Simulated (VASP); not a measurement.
Given:

```
Nb3Sn
1.0
    5.09478     0.00000     0.00000
    0.00000     5.09478     0.00000
    0.00000     0.00000     5.09478
Nb Sn
6 2
Cartesian
  1.27369   0.00000   2.54739
  2.54739   1.27369   0.00000
  2.54739   3.82108   0.00000
  3.82108   0.00000   2.54739
  0.00000   2.54739   3.82108
  0.00000   2.54739   1.27369
  2.54739   2.54739   2.54739
  0.00000   0.00000   0.00000
```

Method: PBEsol GGA, VASP's PBE PAW potentials (set 64) (plane waves; VASP). Numerical set-up: 500 eV cut-off, 6×6×6 Γ-centred mesh, first-order Methfessel-Paxton smearing of 0.10 eV, potentials Nb_sv Sn_d.

Energy and stress use the plane-wave basis of the starting cell.

### Question
The ions, cell shape and volume at an external pressure of 30.0 GPa are relaxed. Give the cell that the relaxation ends in.

### Answer

```
Nb3Sn
1.0
    5.03306     0.00000     0.00000
    0.00000     5.03306     0.00000
    0.00000     0.00000     5.03306
Nb Sn
6 2
Direct
  0.25000   0.00000   0.50000
  0.50000   0.25000   0.00000
  0.50000   0.75000   0.00000
  0.75000   0.00000   0.50000
  0.00000   0.50000   0.75000
  0.00000   0.50000   0.25000
  0.50000   0.50000   0.50000
  0.00000   0.00000   0.00000
```
Space group Pm-3n (223), at a tolerance of 0.03 Å.

### Question
How do energy and volume change from the first to the last step?

### Answer
The energy (σ→0) changes by +91.9 meV/atom and the volume by -3.6 %, in 4 ionic steps.

| step | E(σ→0) (eV) | max force (eV/Å) | pressure (GPa) | volume (Å³) |
|---|---|---|---|---|
| 1 | -75.1911 | 0.000 | 19.96 | 132.24 |
| 2 | -70.0994 | 0.000 | 72.90 | 113.39 |
| 3 | -74.4947 | 0.000 | 29.46 | 127.70 |
| 4 | -74.4561 | 0.000 | 29.97 | 127.50 |

The compound is Nb3Sn in the A15 structure. This run relaxes it under an external pressure of 30 GPa. Symmetry was kept, so distortions that lower it aren't found.
